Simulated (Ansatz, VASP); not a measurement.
**Ga3As3H8 (GaAs wire along [110], 6 atoms a period, H-terminated) in two plane-wave programs**

Aim: how closely do two programs agree when they are given the same cell, functional and k mesh? The cell is taken from a series of runs on this material, whose earlier steps may have relaxed, scaled, displaced or heated it; both programs get it as it stands.

Main program and level: Ansatz 0.2.0; plane waves, with VASP 6.6.1 beside it; PBE and r2SCAN.

### Step 1. The structure

The cell holds 14 atoms: 3 As, 8 H and 3 Ga. Cell: a = 12.920 Å, b = 13.446 Å, c = 4.158 Å, α = 90.0°, β = 90.0°, γ = 90.0°. Vacuum lies along a and b. The structure's axis is c.

As a file:

```cif
data_structure
_symmetry_space_group_name_H-M 'P 1'
_symmetry_Int_Tables_number 1
_cell_length_a 12.9200
_cell_length_b 13.4460
_cell_length_c 4.1578
_cell_angle_alpha 90.000
_cell_angle_beta 90.000
_cell_angle_gamma 90.000
_cell_volume 722.30
loop_
_atom_site_label
_atom_site_type_symbol
_atom_site_fract_x
_atom_site_fract_y
_atom_site_fract_z
_atom_site_occupancy
As1 As 0.43720 0.34350 0.00000 1
As2 As 0.64207 0.50000 0.50000 1
As3 As 0.43720 0.65650 0.00000 1
H4 H 0.52878 0.27209 0.00000 1
H5 H 0.31912 0.19100 0.50000 1
H6 H 0.24395 0.38487 0.50000 1
H7 H 0.31912 0.80900 0.50000 1
H8 H 0.24395 0.61513 0.50000 1
H9 H 0.71939 0.41480 0.50000 1
H10 H 0.71939 0.58520 0.50000 1
H11 H 0.52878 0.72791 0.00000 1
Ga12 Ga 0.53179 0.50000 0.00000 1
Ga13 Ga 0.33274 0.30633 0.50000 1
Ga14 Ga 0.33274 0.69367 0.50000 1
```

### Step 2. Ansatz: single point, PBE

Ansatz runs on its PAW soft_1 files.

A single point takes one fixed geometry, so differences don't come from the geometry; what else differs is listed under the comparison.

input.yaml reads:

```yaml
crystal:
  lattice:
    - [12.92, 0.0, 0.0]
    - [0.0, 13.446, 0.0]
    - [0.0, 0.0, 4.1577917823]
  atoms:
    - { symbol: As, position: [0.437202747, 0.343504552, 0.0] }
    - { symbol: H, position: [0.528784576, 0.272094674, 0.0] }
    - { symbol: Ga, position: [0.531786687, 0.5, 0.0] }
    - { symbol: H, position: [0.319115464, 0.191002665, 0.5] }
    - { symbol: H, position: [0.243953538, 0.384874004, 0.5] }
    - { symbol: H, position: [0.319115464, 0.808997335, 0.5] }
    - { symbol: H, position: [0.243953538, 0.615125996, 0.5] }
    - { symbol: Ga, position: [0.332740884, 0.306333236, 0.5] }
    - { symbol: Ga, position: [0.332740884, 0.693666764, 0.5] }
    - { symbol: As, position: [0.642070917, 0.5, 0.5] }
    - { symbol: H, position: [0.719393414, 0.414799678, 0.5] }
    - { symbol: H, position: [0.719393414, 0.585200322, 0.5] }
    - { symbol: As, position: [0.437202747, 0.656495448, 0.0] }
    - { symbol: H, position: [0.528784576, 0.727905326, 0.0] }
kpoints:
  mp_grid: { grid: [1, 1, 20] }
  band_path: { path: ["Γ", Z], npoints: 90 }
scf:
  occupations: { method: fermi_dirac, width: 0.05 }
hamiltonian:
  xc: pbe
  pseudopotentials: { kind: paw, azcp: { folder: soft_1 } }
output:
  dos: { e_range: [-5, 4] }
  write_potential: true
  write_density: true
  volumetric_format: npy
```

Launch:

```console
ansatz run input.yaml --threads 4 --pin off --max-ram 16384MiB --backend cpu --events-out ev --progress --plain --runs-dir out
```

Numbers of over 12 decimals in the logs are rounded to 6 here.

What it wrote:

```text
Engine: ansatz 0.2.0, x86_64-unknown-linux-gnu
Pseudopotentials: kind: paw
Pseudopotential: As, paw, valence charge 15, recommended cutoff 420 eV (normal), soft_1/As.paw.azcp
Pseudopotential: H, paw, valence charge 1, recommended cutoff 420 eV (normal), soft_1/H.paw.azcp
Pseudopotential: Ga, paw, valence charge 13, recommended cutoff 420 eV (normal), soft_1/Ga.paw.azcp
Functional definition: PBE
  parameter kappa = 0.804
  parameter beta = 0.066725
  exchange = pbe_x(kappa = kappa, mu = beta*pi^2/3)
  correlation = pbe_c(beta = beta)
Crystal: 14 atoms, lattice volume = 722.301 Å³
Basis set: ecut = 420 eV, 14067 PW (Γ)
Bands: 60, of which v1, the nominal top of the filled ones, is band 46 counted from 1 (45 counted from 0)
Symmetry: 4 space group operations
Space group: Pmm2 (ITA 25), of the structure as read, at distance tolerance 9.0e-5 Å
k-points: 11 of 20
Non-local potential: As, projectors of the file, l = 0: 2, l = 1: 2, l = 2: 3, l = 3: 1
Non-local potential: H, projectors of the file, l = 0: 2, l = 1: 1
Non-local potential: Ga, projectors of the file, l = 0: 2, l = 1: 2, l = 2: 3, l = 3: 1
PAW form: soft (Blöchl's): semilocal exchange-correlation on the pseudo side does not see the compensation charge
PAW one-centre angular grid: As, 590 points (default); XC on 64 Gauss nodes
PAW one-centre angular grid: H, 110 points (default); XC on 64 Gauss nodes
PAW one-centre angular grid: Ga, 590 points (default); XC on 64 Gauss nodes
Initial density: superposition of atomic densities (neutral atoms: chi_scale 0, normalization atom)
Initial wavefunctions: pseudopotential atomic-orbital guess
Functional: x = pbe(κ = 0.804, μ = 0.219515), c = pbe(β = 0.066725)
SCF iter   1: F=—  HF=-26046.312301 eV  |F-HF|=—  |Δ(HF+E_count)|=         —  Δρ=3.34e-2  dr2=7.82e0  ethr=3.10e-3  ⟨swp⟩=7.2  Hψ=2920  notcnv=0  defer=4
preconditioner: auto → Resta (q_TF=auto, 1.935 Å⁻¹)  ε∞=1.6  [insulator: Δε(μ)=2.800 eV  Ē_g=13.924 eV  σ=0.050 eV  W_gap=1.00  n_scr=92 (ndim 8)  ℏωp=10.9 eV  f_vac=0.610  D(μ)=0.00/eV (n_scr^D=0)  ε∞_Penn≈1.6  vacuum switching on, ρ_ref=1.4e-2 e/Å³]
SCF iter   2: F=—  HF=-26044.195114 eV  |F-HF|=—  |Δ(HF+E_count)|=    2.12e0  Δρ=1.42e-2  dr2=1.39e0  ethr=3.10e-3  ⟨swp⟩=3.3  Hψ=1034  notcnv=0  defer=90
SCF iter   3: F=—  HF=-26043.903399 eV  |F-HF|=—  |Δ(HF+E_count)|=   2.92e-1  Δρ=3.76e-3  dr2=3.27e-1  ethr=1.51e-3  ⟨swp⟩=3.5  Hψ=1234  notcnv=0  defer=92
SCF iter   4: F=—  HF=-26043.810985 eV  |F-HF|=—  |Δ(HF+E_count)|=   9.24e-2  Δρ=1.26e-3  dr2=8.54e-3  ethr=3.55e-4  ⟨swp⟩=4.0  Hψ=1065  notcnv=0  defer=92
SCF iter   5: F=—  HF=-26043.812604 eV  |F-HF|=—  |Δ(HF+E_count)|=   1.62e-3  Δρ=4.98e-4  dr2=9.97e-4  ethr=9.28e-6  ⟨swp⟩=2.2  Hψ=1136  notcnv=0  defer=90
SCF iter   6: F=—  HF=-26043.812489 eV  |F-HF|=—  |Δ(HF+E_count)|=   1.15e-4  Δρ=1.49e-4  dr2=1.06e-4  ethr=1.08e-6  ⟨swp⟩=2.0  Hψ=911  notcnv=0  defer=90
SCF iter   7: F=—  HF=-26043.812572 eV  |F-HF|=—  |Δ(HF+E_count)|=   8.28e-5  Δρ=3.94e-5  dr2=9.69e-6  ethr=1.16e-7  ⟨swp⟩=2.0  Hψ=856  notcnv=0  defer=90
SCF iter   8: F=—  HF=-26043.812599 eV  |F-HF|=—  |Δ(HF+E_count)|=   2.72e-5  Δρ=1.37e-5  dr2=1.05e-6  ethr=1.05e-8  ⟨swp⟩=2.0  Hψ=1084  notcnv=0  defer=90
SCF iter   9: F=—  HF=-26043.812600 eV  |F-HF|=—  |Δ(HF+E_count)|=   1.03e-6  Δρ=4.00e-6  dr2=2.64e-7  ethr=1.14e-9  ⟨swp⟩=2.0  Hψ=992  notcnv=0  defer=90
SCF iter  10: F=-26043.812600 eV  HF=-26043.812600 eV  |F-HF|=7.78e-9  |Δ(HF+E_count)|=   1.70e-8  Δρ=1.74e-6  dr2=2.48e-8  ethr=1.09e-10  ⟨swp⟩=15.5  Hψ=3483  notcnv=0
SCF 1 converged in 10 iterations: F = -26043.812600 eV  dr2 = 2.48e-8
  greatest PAW one-centre occupation: 0.999 electrons in one spin orbital (limit 2), on the As atom at site 9 (counted from 0), in its partial waves of l = 2
NSCF: frozen V_eff on 91 k-points
WARN: The output density's exchange-correlation potential varies sharply where the density is thin. Do not read a vacuum level from v_tot or v_xc, or from such a field of the output density. On a cell that repeats whose density bears no net charge and no dipole along the vacuum's axis use v_es (v_loc + v_h of the components); under efield.dipole_correction with no amplitude use v_es + v_field, which holds any externa [...]
SCF converged after 10 iterations
Free energy (F): -26043.812600 eV
Harris-Foulkes:  -26043.812600 eV  (|F-HF|=7.78e-9)
Internal energy: -26043.812600 eV  (E = F + TS)
E sigma→0 (E₀):  -26043.812600 eV
Fermi energy:    -1.870253 eV
--- Per-component energies (eV) ---
  E_band       = -1857.735519
  E_kinetic    = 727.855289
  E_local      = -34463.711345  (includes V_loc(G=0)·N_el)
  E_nonlocal   = -1453.384903
  E_hartree    = 17684.840712
  E_xc         = -467.951348
  E_vxc        = -474.757508  (∫ρ·V_xc dr)
  E_paw        = -12019.184776  (= ΣΔE_a)
  E_vpaw       = -1563.412683  (= ΣTr[D̂ρ^β])
  E_aug_tail   = -0.008301  (compensation charges beyond the density's cutoff)
  E_ewald      = 3947.732072
  E_smearing   = -0.000000  (= −TS)
  E_closure    = -0.000000  (closes the sum)
  Σ components = -26043.812600   (vs F -26043.812600, Δ=0.00e0)
--- Band table (eV; the first three rows and the last of 11) ---
  k-point 0: bands = [... 42 lower, -4.1610, -3.7475, -3.1535, -3.0425, -0.7153, 0.0548, 0.1254, 0.9639, ... 10 higher]
  k-point 1: bands = [... 42 lower, -4.0931, -3.7781, -3.2198, -3.1171, -0.5887, 0.1792, 0.2396, 0.9627, ... 10 higher]
  k-point 2: bands = [... 42 lower, -4.0886, -3.8769, -3.3603, -3.2816, -0.2630, 0.4707, 0.4956, 0.9749, ... 10 higher]
  k-point 10: bands = [... 42 lower, -4.5697, -4.3638, -4.2084, -4.1927, 0.1849, 0.5406, 0.9603, 1.1273, ... 10 higher]
```

### Step 3. VASP: single point, PBE

The same cell, functional, mesh and smearing now go to VASP, with its own data sets.

Lines of VASP's logs that name or quote its potential files are left out, and so is its time.

INCAR reads:

```
SYSTEM = Ga3As3H8
PREC = Accurate
ENCUT = 400
EDIFF = 1E-06
NELM = 120
ISMEAR = -1
SIGMA = 0.05
LREAL = .FALSE.
ALGO = Normal
GGA = PE
NBANDS = 45
LORBIT = 11
LWAVE = .FALSE.
LCHARG = .FALSE.
ISIF = 2
LASPH = .TRUE.
GGA_COMPAT = .FALSE.
EFERMI = MIDGAP
KPAR = 4
```

POSCAR reads:

```
Ga3As3H8
1.0
   12.9200000000      0.0000000000      0.0000000000
    0.0000000000     13.4460000000      0.0000000000
    0.0000000000      0.0000000000      4.1577917823
As H Ga
3 8 3
Direct
    0.4372027470      0.3435045520      0.0000000000
    0.6420709170      0.5000000000      0.5000000000
    0.4372027470      0.6564954480      0.0000000000
    0.5287845760      0.2720946740      0.0000000000
    0.3191154640      0.1910026650      0.5000000000
    0.2439535380      0.3848740040      0.5000000000
    0.3191154640      0.8089973350      0.5000000000
    0.2439535380      0.6151259960      0.5000000000
    0.7193934140      0.4147996780      0.5000000000
    0.7193934140      0.5852003220      0.5000000000
    0.5287845760      0.7279053260      0.0000000000
    0.5317866870      0.5000000000      0.0000000000
    0.3327408840      0.3063332360      0.5000000000
    0.3327408840      0.6936667640      0.5000000000
```

KPOINTS reads:

```
Automatic mesh
0
Gamma
1 1 20
0 0 0
```

PAW data sets: As, H and Ga_d (PBE family, release 64).

Launch:

```console
mpirun -np 4 vasp_std
```

What it wrote:

```text
[banner, memory and clock lines left out]
running    4 mpi-ranks, on    1 nodes
 distrk:  each k-point on    1 cores,    4 groups
 distr:  one band on    1 cores,    1 groups

 POSCAR found type information on POSCAR AsH Ga
 POSCAR found :  3 types and      14 ions
 LDA part: xc-table for (Slater+PW92), standard interpolation
 POSCAR, INCAR and KPOINTS ok, starting setup
 FFT: planning ... GRIDC
 FFT: planning ... GRID_SOFT
 FFT: planning ... GRID
 WAVECAR not read
 entering main loop
       N       E                     dE             d eps       ncg     rms          rms(c)
DAV:   1     0.325445494827E+03    0.32545E+03   -0.21664E+04  1166   0.926E+02
DAV:   2    -0.116247170871E+02   -0.33707E+03   -0.32563E+03  1328   0.229E+02
DAV:   3    -0.499279246391E+02   -0.38303E+02   -0.38067E+02  1189   0.842E+01
DAV:   4    -0.517055093381E+02   -0.17776E+01   -0.17745E+01  1420   0.211E+01
DAV:   5    -0.517364807051E+02   -0.30971E-01   -0.30961E-01  1340   0.253E+00    0.955E+00
DAV:   6    -0.498485260833E+02    0.18880E+01   -0.10821E+00  1367   0.129E+01    0.528E+00
DAV:   7    -0.490870153714E+02    0.76151E+00   -0.28077E+00  1191   0.749E+00    0.107E+00
DAV:   8    -0.490847789976E+02    0.22364E-02   -0.53079E-01  1268   0.551E+00    0.712E-01
DAV:   9    -0.490645181889E+02    0.20261E-01   -0.56851E-02  1391   0.180E+00    0.224E-01
DAV:  10    -0.490628170516E+02    0.17011E-02   -0.85013E-03  1252   0.635E-01    0.140E-01
DAV:  11    -0.490614339312E+02    0.13831E-02   -0.30898E-03  1342   0.249E-01    0.610E-02
DAV:  12    -0.490621763554E+02   -0.74242E-03   -0.10570E-03  1236   0.136E-01    0.511E-02
DAV:  13    -0.490636245385E+02   -0.14482E-02   -0.77071E-04  1138   0.165E-01    0.221E-02
DAV:  14    -0.490643076923E+02   -0.68315E-03   -0.19934E-04  1300   0.108E-01    0.155E-02
DAV:  15    -0.490651564551E+02   -0.84876E-03   -0.18951E-04  1142   0.364E-02    0.877E-03
DAV:  16    -0.490655323897E+02   -0.37593E-03   -0.30792E-05  1340   0.294E-02    0.576E-03
DAV:  17    -0.490659867329E+02   -0.45434E-03   -0.42058E-05  1081   0.223E-02    0.297E-03
DAV:  18    -0.490660517369E+02   -0.65004E-04   -0.36685E-06  1188   0.668E-03    0.175E-03
DAV:  19    -0.490661184280E+02   -0.66691E-04   -0.78427E-06   904   0.598E-03    0.829E-04
DAV:  20    -0.490661228428E+02   -0.44148E-05   -0.23141E-07  1095   0.184E-03    0.451E-04
DAV:  21    -0.490661268348E+02   -0.39920E-05   -0.36638E-07   806   0.171E-03    0.289E-04
DAV:  22    -0.490661277935E+02   -0.95867E-06   -0.11251E-07   975   0.107E-03
   1 F= -.49066128E+02 E0= -.49066128E+02  d E =-.280909E-10
```

Parts of OUTCAR (step 3):

```text
ion  position               nearest neighbor table
   1  0.437  0.344  0.000-   4 1.52  12 2.43  13 2.53  13 2.53
   2  0.642  0.500  0.500-   9 1.52  10 1.52  12 2.52  12 2.52
   3  0.437  0.656  0.000-  11 1.52  12 2.43  14 2.53  14 2.53
   4  0.529  0.272  0.000-   1 1.52
   5  0.319  0.191  0.500-  13 1.56
   6  0.244  0.385  0.500-  13 1.56
   7  0.319  0.809  0.500-  14 1.56
   8  0.244  0.615  0.500-  14 1.56
   9  0.719  0.415  0.500-   2 1.52
  10  0.719  0.585  0.500-   2 1.52
  11  0.529  0.728  0.000-   3 1.52
  12  0.532  0.500  0.000-   1 2.43   3 2.43   2 2.52   2 2.52
  13  0.333  0.306  0.500-   6 1.56   5 1.56   1 2.53   1 2.53
  14  0.333  0.694  0.500-   8 1.56   7 1.56   3 2.53   3 2.53

  LATTYP: Found a simple orthorhombic cell.
 ALAT       =     4.1577917823
 B/A-ratio  =     3.1074187156
 C/A-ratio  =     3.2339281773

 Subroutine GETGRP returns: Found  4 space group operations
 (whereof  4 operations were pure point group operations)

The static configuration has the point symmetry C_2v.

 Found     11 irreducible k-points:

   k-points           NKPTS =     11   k-points in BZ     NKDIM =     11   number of bands    NBANDS=     45

   dimension x,y,z NGX =    84 NGY =   90 NGZ =   28
   dimension x,y,z NGXF=   168 NGYF=  180 NGZF=   56

   ENCUT  =  400.0 eV  29.40 Ry    5.42 a.u.  21.07 21.93  6.78*2*pi/ulx,y,z

   NELECT =      62.0000    total number of electrons

 k-points in reciprocal lattice and weights: Automatic mesh
   0.00000000  0.00000000  0.00000000       0.050
   0.00000000  0.00000000  0.05000000       0.100
   0.00000000  0.00000000  0.10000000       0.100
   0.00000000  0.00000000  0.15000000       0.100
   0.00000000  0.00000000  0.20000000       0.100
   0.00000000  0.00000000  0.25000000       0.100
   0.00000000  0.00000000  0.30000000       0.100
   0.00000000  0.00000000  0.35000000       0.100
   0.00000000  0.00000000  0.40000000       0.100
   0.00000000  0.00000000  0.45000000       0.100
   0.00000000  0.00000000  0.50000000       0.050

 average (electrostatic) potential at core
       1 -57.1726       2 -58.1812       3 -57.1726       4 -40.3362       5 -38.3077
       6 -38.2603       7 -38.3077       8 -38.2603       9 -41.1815      10 -41.1815
      11 -40.3362      12 -73.5763      13 -72.3895      14 -72.3895

 E-fermi :  -2.6539

 k-point     1 :       0.0000    0.0000    0.0000
  band No.  band energies     occupation
    ...
     27      -5.1181      2.00000
     28      -4.9280      2.00000
     29      -4.5211      2.00000
     30      -3.9269      2.00000
     31      -3.8156      2.00000
     32      -1.4921      0.00000
     33      -0.7237      0.00000
     34      -0.6537      0.00000
     35       0.1855      0.00000
     36       0.4506      0.00000
    ...

 k-point     2 :       0.0000    0.0000    0.0500
  band No.  band energies     occupation
    ...
     27      -5.1249      2.00000
     28      -4.8619      2.00000
     29      -4.5518      2.00000
     30      -3.9935      2.00000
     31      -3.8907      2.00000
     32      -1.3652      0.00000
     33      -0.5990      0.00000
     34      -0.5391      0.00000
     35       0.1840      0.00000
     36       0.4742      0.00000
    ...

 k-point     3 :       0.0000    0.0000    0.1000
  band No.  band energies     occupation
    ...
     27      -5.1494      2.00000
     28      -4.8584      2.00000
     29      -4.6509      2.00000
     30      -4.1345      2.00000
     31      -4.0557      2.00000
     32      -1.0387      0.00000
     33      -0.3069      0.00000
     34      -0.2820      0.00000
     35       0.1956      0.00000
     36       0.5733      0.00000
    ...

  Total       -0.3513332     -0.2566769     -0.4570494      0.0000000      0.0000000      0.0000000
  in kB       -0.7793121     -0.5693496     -1.0138072      0.0000000      0.0000000      0.0000000
  external PRESSURE =      -0.7874896 kB  Pullay stress =       0.0000000 kB

  energy-cutoff  :      400.00
  volume of cell :      722.30
      direct lattice vectors                 reciprocal lattice vectors
    12.920000000  0.000000000  0.000000000     0.077399381  0.000000000  0.000000000
     0.000000000 13.446000000  0.000000000     0.000000000  0.074371560  0.000000000
     0.000000000  0.000000000  4.157791782     0.000000000  0.000000000  0.240512284

 POSITION                                       TOTAL-FORCE (eV/Angst)
 -----------------------------------------------------------------------------------
      5.64866      4.61876      0.00000        -0.068693      0.039433      0.000000
      8.29556      6.72300      2.07890        -0.105320      0.000000      0.000000
      5.64866      8.82724      0.00000        -0.068693     -0.039433      0.000000
      6.83190      3.65858      0.00000         0.070191     -0.055129      0.000000
      4.12297      2.56822      2.07890         0.004945      0.010206      0.000000
      3.15188      5.17502      2.07890         0.011093     -0.007688      0.000000
      4.12297     10.87778      2.07890         0.004945     -0.010206      0.000000
      3.15188      8.27098      2.07890         0.011093      0.007688      0.000000
      9.29456      5.57740      2.07890         0.059366     -0.064249      0.000000
      9.29456      7.86860      2.07890         0.059366      0.064249      0.000000
      6.83190      9.78742      0.00000         0.070191      0.055129      0.000000
      6.87068      6.72300      0.00000         0.006189      0.000000      0.000000
      4.29901      4.11896      2.07890        -0.027336     -0.003096     -0.000000
      4.29901      9.32704      2.07890        -0.027336      0.003096      0.000000
 -----------------------------------------------------------------------------------
    total drift:                                0.000280      0.000000     -0.000004

  FREE ENERGIE OF THE ION-ELECTRON SYSTEM (eV)
  ---------------------------------------------------
  free  energy   TOTEN  =       -49.0661277935 eV

  energy  without entropy=      -49.0661277934  energy(sigma->0) =      -49.06612779

 total charge
# of ion       s       p       d       tot
------------------------------------------
    1        1.201   1.604   0.041   2.846
    2        1.197   1.624   0.057   2.879
    3        1.201   1.604   0.041   2.846
    4        0.536   0.017   0.000   0.553
    5        0.535   0.009   0.000   0.544
    6        0.537   0.009   0.000   0.546
    7        0.535   0.009   0.000   0.544
    8        0.537   0.009   0.000   0.546
    9        0.535   0.017   0.000   0.551
   10        0.535   0.017   0.000   0.551
   11        0.536   0.017   0.000   0.553
   12        0.884   0.779   9.984  11.647
   13        0.884   0.886   9.989  11.759
   14        0.884   0.886   9.989  11.759
--------------------------------------------------
tot         10.535   7.489  30.101  48.125

[... 3 further parts left out ...]
```

The gap is read on the k-mesh alone, so it is an upper bound where the band edges lie off the mesh.

### Step 4. Comparison

Known differences besides the potentials themselves: the data sets hold 92 valence electrons in Ansatz (on its PAW soft_1 files) and 62 in VASP; the cutoff is 420 eV in Ansatz and 400 eV in VASP. Total energies have different zeros and are not compared.

The two programs side by side:

```
              quantity  Ansatz   VASP  difference
gap on the k mesh (eV)   2.327  2.324      +0.004
```

A gap on the mesh is an upper bound, since the band edges may lie between its points.

[end of part 1 of 2]

[Lines on the potential files, build, host, timing and source positions are cut from VASP's logs without a mark.]

[Logs are printed without paths, hosts, clocks, repeated set-up lines and the standing remarks that a program may print on its own settings, such as how far it seeks lower states.]

[Hosts, paths, dates, database ids (printed as entryN), source tags and the programs' standing remarks are cut or masked in the printed files.]
